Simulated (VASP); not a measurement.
Output of a VASP run:

File OSZICAR:
```
       N       E                     dE             d eps       ncg     rms          rms(c)
DAV:   1     0.218679020413E+02    0.21868E+02   -0.52980E+03  1456   0.101E+03
DAV:   2    -0.948249884290E+01   -0.31350E+02   -0.30929E+02  1452   0.182E+02
DAV:   3    -0.101520247456E+02   -0.66953E+00   -0.66803E+00  1745   0.244E+01
DAV:   4    -0.101599074098E+02   -0.78827E-02   -0.78821E-02  1644   0.244E+00
DAV:   5    -0.101599312333E+02   -0.23824E-04   -0.23824E-04  1702   0.109E-01    0.449E+00
RMM:   6    -0.963716795950E+01    0.52276E+00   -0.11572E+00  1296   0.975E+00    0.134E+00
RMM:   7    -0.964757782641E+01   -0.10410E-01   -0.36078E-02  1372   0.193E+00    0.927E-01
RMM:   8    -0.965507842146E+01   -0.75006E-02   -0.17208E-02  1359   0.187E+00    0.254E-01
RMM:   9    -0.965421185149E+01    0.86657E-03   -0.21376E-03  1438   0.501E-01    0.119E-01
RMM:  10    -0.965424497849E+01   -0.33127E-04   -0.16578E-03  1434   0.432E-01    0.582E-02
RMM:  11    -0.965428217368E+01   -0.37195E-04   -0.35761E-04  1430   0.168E-01    0.169E-02
RMM:  12    -0.965430004357E+01   -0.17870E-04   -0.15728E-04  1235   0.981E-02    0.125E-02
RMM:  13    -0.965430354560E+01   -0.35020E-05   -0.61149E-05  1184   0.703E-02
   1 F= -.96543035E+01 E0= -.96543035E+01  d E =-.965430E+01
```

**OUTCAR**
```
------------------------ aborting loop because EDIFF is reached ----------------------------------------
  FORCE on cell =-STRESS in cart. coord.  units (eV):
  Direction    XX          YY          ZZ          XY          YZ          ZX
  --------------------------------------------------------------------------------------
  Total       -0.3085753     -0.3085753     -0.3085753      0.0000000      0.0000000     -0.0000000
  in kB      -29.6145504    -29.6145504    -29.6145504      0.0000000      0.0000000     -0.0000000
  external PRESSURE =     -29.6145504 kB  Pullay stress =       0.0000000 kB
  volume of cell :       16.69
      direct lattice vectors                 reciprocal lattice vectors
     0.000000000  2.028517911  2.028517911    -0.246485376  0.246485376  0.246485376
     2.028517911  0.000000000  2.028517911     0.246485376 -0.246485376  0.246485376
     2.028517911  2.028517911  0.000000000     0.246485376  0.246485376 -0.246485376
  FREE ENERGIE OF THE ION-ELECTRON SYSTEM (eV)
  ---------------------------------------------------
  free  energy   TOTEN  =        -9.6543035456 eV

  energy  without entropy=       -9.6543035456  energy(sigma->0) =       -9.65430355

 reached required accuracy - stopping structural energy minimisation
```
(Selected blocks of OUTCAR.)

File POSCAR:
```
LiF
1
   -0.0000000000     2.0285179107     2.0285179107
    2.0285179107    -0.0000000000     2.0285179107
    2.0285179107     2.0285179107    -0.0000000000
Li F
1 1
Direct
  0.0000000000   0.0000000000   0.0000000000
  0.5000000000   0.5000000000   0.5000000000
```

Question: Write an INCAR and KPOINTS that could have produced this output.

Answer: One answer among several that fit: the input of the run itself, PBE GGA, plane waves, VASP's PBE PAW potentials (set 64).

**INCAR**
```
SYSTEM  =  LiF
PREC  =  Normal; ENCUT  =  450; LREAL  =  .FALSE.
LASPH  =  .TRUE.
EDIFF  =  1E-5; NELM  =  100; NELMIN  =  4
ALGO  =  Fast
ISMEAR  =  0; SIGMA  =  0.05
GGA  =  PE
IBRION  =  2; NSW  =  20; ISIF  =  2
EDIFFG  =  -0.03
LWAVE  =  .FALSE.; LCHARG  =  .FALSE.
```

KPOINTS:
```
Automatic mesh
0
Gamma
12 12 12
0 0 0
```

POTCAR, in this order: Li_sv F (PBE.64 set). Program: vasp_std.

At this cut-off the stress carries a Pulay error, which pulls relaxed volumes low.

The compound is LiF in the rock salt structure. It was relaxed first.
